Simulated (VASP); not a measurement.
The system is Ga.

```
Ga
1.0
     2.26150   -3.83050    0.00000
     2.26150    3.83050    0.00000
     0.00000    0.00000    4.52400
Ga
4
Cartesian
  2.2615 -2.6438 0.3664
  2.2615 -1.1867 2.6284
  2.2615 2.6438 4.1576
  2.2615 1.1867 1.8956
```

```yaml
Program: VASP 6.6.1
Task: relaxation of cell and atoms
Functional: PBEsol
Potentials_or_basis: VASP PAW PBE potentials, release 64 (Ga_d)
Cutoff: 600 eV
k_mesh: 10 × 10 × 8
Occupations: methfessel-paxton, width 0.1 eV
Spin: no spin polarisation
```

At the start: pressure -1.6 GPa; volume 19.59 Å³/atom.

Task: How do energy, volume and symmetry change on relaxing?

Result: Over 14 steps the energy falls by 3.5 meV/atom and the volume is 19.09 Å³/atom (-2.6 %); space group Cmce (No. 64, to 0.05 Å).

The path:
```tsv
step	energy change (eV)	largest force (eV/Å)	pressure (GPa)	volume (Å³)
1	0.0000	0.1446	-1.57	78.38
2	-0.0129	0.0222	-0.02	76.22
3	-0.0129	0.0165	0.14	76.14
4	-0.0129	0.0209	0.12	76.18
5	-0.0133	0.0158	0.16	76.21
6	-0.0136	0.0212	-0.07	76.27
7	-0.0136	0.0195	0.02	76.26
8	-0.0137	0.0151	0.06	76.30
9	-0.0138	0.0285	-0.07	76.41
10	-0.0138	0.0204	-0.01	76.37
11	-0.0139	0.0154	-0.05	76.39
12	-0.0139	0.0058	-0.12	76.42
13	-0.0140	0.0013	0.07	76.35
14	-0.0140	0.0029	-0.03	76.37
```

Final structure:
```yaml
crystal:
  lattice:
    - [2.25476, -3.79160, 0.00000]
    - [2.25476, 3.79160, 0.00000]
    - [0.00000, 0.00000, 4.46653]
  atoms:
    - { symbol: Ga, position: [0.84402, 0.15598, 0.08359] }
    - { symbol: Ga, position: [0.65598, 0.34402, 0.58359] }
    - { symbol: Ga, position: [0.15598, 0.84402, 0.91641] }
    - { symbol: Ga, position: [0.34402, 0.65598, 0.41641] }
```

Caveat: the PAW data sets were made with another functional, which shifts forces and pressure a little.
